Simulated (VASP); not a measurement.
Given:

```
CELL_PARAMETERS angstrom
      3.58665     0.00000     0.00000
      0.00000     3.58665     0.00000
      0.00000     0.00000     3.58665
ATOMIC_POSITIONS crystal
  Y  0.50377 0.49953 0.50094
  Au 0.99623 0.00047 0.99906
```

These are PBEsol GGA, VASP's PBE PAW potentials (set 64) (plane waves; VASP 6.6.1) values and carry that method's errors. Run with 300 eV cut-off, 7×7×7 Γ-centred mesh, Fermi-Dirac smearing of 0.10 eV, potentials Y_sv Au.

At this cut-off the stress carries a Pulay error, which pulls relaxed volumes low.

Task: Give the force on each atom (eV/Å).

Result: 
```csv
atom,Fx,Fy,Fz
Y1,-0.052,0.007,-0.013
Au2,0.052,-0.007,0.013
```

Task: Give the stress tensor in GPa (positive for a compressed cell).

Result: 
```
-3.10   0.00   0.01
 0.00  -3.10   0.00
 0.01   0.00  -3.10
```
The pressure is its mean diagonal, -3.10 GPa.

The structure comes from a computed database's YAu entry; how it stands against other phases isn't given here. The cell was not relaxed at this level, atoms are displaced from their ideal sites.
